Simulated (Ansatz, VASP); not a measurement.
**Zn3P: VASP beside Ansatz**

Contents of POSCAR:

```
Zn3P
1.0
    3.9755180000      0.0000000000      0.0000000000
    0.0000000000      3.9755180000      0.0000000000
    0.0000000000      0.0000000000      3.9755180000
Zn P
3 1
Direct
    0.5000000000      0.5000000000      0.0000000000
    0.5000000000      0.0000000000      0.5000000000
    0.0000000000      0.5000000000      0.5000000000
    0.0000000000      0.0000000000      0.0000000000
```

The input INCAR.step1:

```
SYSTEM = Zn3P
ALGO = Normal
EDIFF = 1E-4
ENCUT = 520
GGA = PE
ISMEAR = -1
LASPH = .TRUE.
LCHARG = .FALSE.
LREAL = .FALSE.
LWAVE = .TRUE.
NBANDS = 28
NELM = 60
PREC = Accurate
SIGMA = 0.05
```

The input INCAR.step2:

```
SYSTEM = Zn3P
ALGO = Normal
EDIFF = 1E-6
ENCUT = 520
ISIF = 2
ISMEAR = -1
ISTART = 1
LASPH = .TRUE.
LCHARG = .TRUE.
LELF = .TRUE.
LMIXTAU = .TRUE.
LREAL = .FALSE.
LVHAR = .TRUE.
LWAVE = .FALSE.
METAGGA = R2SCAN
NBANDS = 28
NELM = 60
PREC = Accurate
SIGMA = 0.05
```

KPOINTS

```
k-points
0
G
  4 4 4
  0 0 0
```

File input.yaml:

```yaml
crystal:
  lattice:
    - [3.975518, 0.0, 0.0]
    - [0.0, 3.975518, 0.0]
    - [0.0, 0.0, 3.975518]
  atoms:
    - { symbol: Zn, position: [0.5, 0.5, 0.0] }
    - { symbol: Zn, position: [0.5, 0.0, 0.5] }
    - { symbol: Zn, position: [0.0, 0.5, 0.5] }
    - { symbol: P, position: [0.0, 0.0, 0.0] }
hamiltonian:
  xc: r2scan
  pseudopotentials: { kind: paw }
kpoints:
  mp_grid: { grid: [4, 4, 4] }
scf:
  occupations: { method: fermi_dirac, width: 0.05 }
  n_extra_bands: 10
output:
  forces: true
  stress: true
  eigenvalues: true
  dos: { projected: true, de: 0.05, nscf_kmesh: { grid: [6, 6, 6] } }
  write_density: true
  write_potential: true
  elf: true
  volumetric_format: npy
```

The cell comes from a database or a generator and needn't be the stable form of this composition.

Alike in both runs: functional r2SCAN; k mesh 4 × 4 × 4; occupations fermi-dirac, width 0.05 eV; no spin polarisation.

|  | VASP | Ansatz |
| --- | --- | --- |
| version | VASP 6.6.1 | Ansatz 0.2.0 |
| potentials or method | VASP PAW PBE potentials, release 64 (Zn, P) | Ansatz PAW |
| plane-wave cutoff (eV) | 520 | 500 |
| valence electrons in the cell | 41 | 41 |
| task | single point | projected density of states |

```tsv
	VASP	Ansatz	Ansatz less VASP
gap on the k mesh at the Fermi level (eV)	none	none	-
pressure (GPa)	-3.5	-3.6	-0.13
```

A gap of «none» marks a metal or a gap that the smearing closes.

Caveats: the k mesh is coarse (spacing up to 0.40 Å⁻¹), so the values aren't converged; the PAW data sets were made with another functional, which shifts forces and pressure a little (VASP); the PAW data sets come from PBE, with cores solved anew for the run's functional, which leaves a small shift of forces and pressure (Ansatz); the density of states is complete only up to the lowest level of the last band computed (Ansatz).
